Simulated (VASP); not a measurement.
Output of a VASP run:

File OUTCAR:
```
 ion  position               nearest neighbor table
   1  0.333  0.667  0.250-   2 2.78   2 2.78   2 2.78   2 2.78   2 2.78   2 2.78
   2  0.667  0.333  0.750-   1 2.78   1 2.78   1 2.78   1 2.78   1 2.78   1 2.78
  LATTYP: Found a hexagonal cell.
 ALAT       =     2.5900942922
 C/A-ratio  =     1.8137870597
 Subroutine PRICEL returns:
 Original cell was already a primitive cell.
 Subroutine GETGRP returns: Found 24 space group operations
The static configuration has the point symmetry D_3d.
 The point group associated with its full space group is D_6h.
The dynamic configuration has the point symmetry D_3d.
 Subroutine INISYM returns: Found 24 space group operations
 Subroutine IBZKPT returns following result:
 Found    150 irreducible k-points:

 Following reciprocal coordinates:
            Coordinates               Weight
  0.000000  0.000000  0.000000      1.000000
  0.062500  0.000000  0.000000      6.000000
  0.125000  0.000000  0.000000      6.000000
  0.187500  0.000000  0.000000      6.000000
  0.250000  0.000000  0.000000      6.000000
  0.312500 -0.000000  0.000000      6.000000
  0.375000  0.000000  0.000000      6.000000
  0.437500  0.000000  0.000000      6.000000
  0.500000  0.000000  0.000000      3.000000
  0.062500  0.062500  0.000000      6.000000
  0.125000  0.062500  0.000000     12.000000
  0.187500  0.062500  0.000000     12.000000
  0.250000  0.062500  0.000000     12.000000
  0.312500  0.062500  0.000000     12.000000
  0.375000  0.062500  0.000000     12.000000
  0.437500  0.062500  0.000000     12.000000
  0.125000  0.125000  0.000000      6.000000
  0.187500  0.125000  0.000000     12.000000
  0.250000  0.125000  0.000000     12.000000
  0.312500  0.125000  0.000000     12.000000
  0.375000  0.125000  0.000000     12.000000
  0.437500  0.125000  0.000000      6.000000
  0.187500  0.187500  0.000000      6.000000
  0.250000  0.187500  0.000000     12.000000
  0.312500  0.187500  0.000000     12.000000
  0.375000  0.187500  0.000000     12.000000
  0.250000  0.250000  0.000000      6.000000
  0.312500  0.250000  0.000000     12.000000
  0.375000  0.250000  0.000000      6.000000
  0.312500  0.312500  0.000000      6.000000
  0.000000  0.000000  0.125000      2.000000
  0.062500  0.000000  0.125000     12.000000
  0.125000  0.000000  0.125000     12.000000
  0.187500  0.000000  0.125000     12.000000
  0.250000  0.000000  0.125000     12.000000
  0.312500 -0.000000  0.125000     12.000000
  0.375000  0.000000  0.125000     12.000000
  0.437500  0.000000  0.125000     12.000000
  0.500000  0.000000  0.125000      6.000000
  0.062500  0.062500  0.125000     12.000000
   k-points           NKPTS =    150   k-points in BZ     NKDIM =    150   number of bands    NBANDS=     16
   number of dos      NEDOS =    301   number of ions     NIONS =      2
   total plane-waves  NPLWV =  14400
   dimension x,y,z NGX =    20 NGY =   20 NGZ =   36
   dimension x,y,z NGXF=    40 NGYF=   40 NGZF=   72
   ions per type =               2
   PREC   = accura    normal or accurate (medium, high low for compatibility)
   ISTART =      0    job   : 0-new  1-cont  2-samecut
   ICHARG =      2    charge: 1-file 2-atom 10-const
   ISPIN  =      1    spin polarized calculation?
   LNONCOLLINEAR =      F non collinear calculations
   LSORBIT =      F    spin-orbit coupling
   INIWAV =      1    electr: 0-lowe 1-rand  2-diag
   ENCUT  =  500.0 eV  36.75 Ry    6.06 a.u.   4.72  4.72  8.57*2*pi/ulx,y,z
   NELM   =    100;   NELMIN=  2; NELMDL= -5     # of ELM steps
   EDIFF  = 0.1E-05   stopping-criterion for ELM
   LREAL  =      F    real-space projection
   NLSPLINE    = F    spline interpolate recip. space projectors
   LMAXMIX     =    4 max onsite mixed and CHGCAR
   VOSKOWN=      0    Vosko Wilk Nusair interpolation
   EDIFFG = -.2E-01   stopping-criterion for IOM
   NSW    =     40    number of steps for IOM
...
```

**OSZICAR**
```
       N       E                     dE             d eps       ncg     rms          rms(c)
DAV:   1     0.928797038706E+02    0.92880E+02   -0.12622E+04  4952   0.239E+03
DAV:   2     0.625976158813E-01   -0.92817E+02   -0.91451E+02  4912   0.298E+02
DAV:   3    -0.240189441820E+01   -0.24645E+01   -0.24608E+01  5936   0.600E+01
DAV:   4    -0.240832900126E+01   -0.64346E-02   -0.64343E-02  5680   0.301E+00
DAV:   5    -0.240833822626E+01   -0.92250E-05   -0.92251E-05  5880   0.956E-02    0.512E+00
DAV:   6    -0.215987536185E+01    0.24846E+00   -0.11459E+00  4952   0.249E+01    0.363E+00
DAV:   7    -0.214664993814E+01    0.13225E-01   -0.36217E-02  6048   0.364E+00    0.182E+00
DAV:   8    -0.214067592634E+01    0.59740E-02   -0.17776E-03  6824   0.791E-01    0.471E-02
DAV:   9    -0.214066822530E+01    0.77010E-05   -0.26995E-04  6776   0.258E-01    0.310E-02
DAV:  10    -0.214067085786E+01   -0.26326E-05   -0.25986E-05  5304   0.701E-02    0.310E-03
DAV:  11    -0.214067060344E+01    0.25442E-06   -0.83209E-08  3392   0.336E-03
   1 F= -.43712791E+00 E0= -.43699252E+00  d E =-.437128E+00
```

### OUTCAR
```
------------------------ aborting loop because EDIFF is reached ----------------------------------------
  FORCE on cell =-STRESS in cart. coord.  units (eV):
  Direction    XX          YY          ZZ          XY          YZ          ZX
  --------------------------------------------------------------------------------------
  Total        1.7177023      1.7177031      1.6943530      0.0000000      0.0000000      0.0000000
  in kB      100.8311882    100.8312344     99.4605509      0.0000000      0.0000000      0.0000000
  external PRESSURE =       0.3743245 kB  Pullay stress =     100.0000000 kB
  volume of cell :       27.29
      direct lattice vectors                 reciprocal lattice vectors
     1.295046924 -2.243087584  0.000000000     0.386086396 -0.222907034  0.000000000
     1.295046924  2.243087584  0.000000000     0.386086396  0.222907034  0.000000000
     0.000000000  0.000000000  4.697879511     0.000000000  0.000000000  0.212861994
 POSITION                                       TOTAL-FORCE (eV/Angst)
 -----------------------------------------------------------------------------------
      1.29505      0.74770      1.17447         0.000000     -0.000000      0.000000
      1.29505     -0.74770      3.52341        -0.000000      0.000000      0.000000
 -----------------------------------------------------------------------------------
    total drift:                                0.000000      0.000061      0.000004
  FREE ENERGIE OF THE ION-ELECTRON SYSTEM (eV)
  ---------------------------------------------------
  free  energy   TOTEN  =        -2.1406706034 eV

  energy  without entropy=       -2.1402644322  energy(sigma->0) =       -2.14053521
  enthalpy is  TOTEN    =        -0.4371279059 eV   P V=        1.7035426975

 reached required accuracy - stopping structural energy minimisation
```
(Selected blocks of OUTCAR.)

File POSCAR:
```
Zn
1
    1.2950469236    -2.2430875837     0.0000000000
    1.2950469236     2.2430875837    -0.0000000000
    0.0000000000    -0.0000000000     4.6978795106
Zn
2
Direct
  0.3333330000   0.6666670000   0.2500000000
  0.6666670000   0.3333330000   0.7500000000
```

Q: Reconstruct the remaining input files.

A: One answer among several that fit: the input of the run itself, PBE GGA, plane waves, VASP's PBE PAW potentials (set 64).

INCAR:
```
GGA=PE
LWAVE=.FALSE.
ISIF=3
PREC=Accurate
LREAL=.FALSE.   # projection in real space or not
IBRION=2
LMAXMIX=4   # l cut-off of mixed one-centre charges
EDIFF=1E-6   # SCF stop (eV)
ISMEAR=1   # Methfessel-Paxton
ALGO=Normal   # blocked Davidson
NELM=100   # most electronic steps
ENCUT=500   # plane-wave cut-off (eV)
EDIFFG=-0.02
LASPH=.TRUE.   # aspherical one-centre terms
SIGMA=0.1   # width (eV)
LCHARG=.FALSE.
SYSTEM=Zn
PSTRESS=100   # kbar
NSW=40   # most ionic steps
```

**KPOINTS**
```
Automatic
0
gamma
16 16 8
```

POTCAR, in this order: Zn (PBE.64 set). Program: vasp_std.

The compound is Zn in the hcp structure. It was relaxed first under an external pressure of 10 GPa.
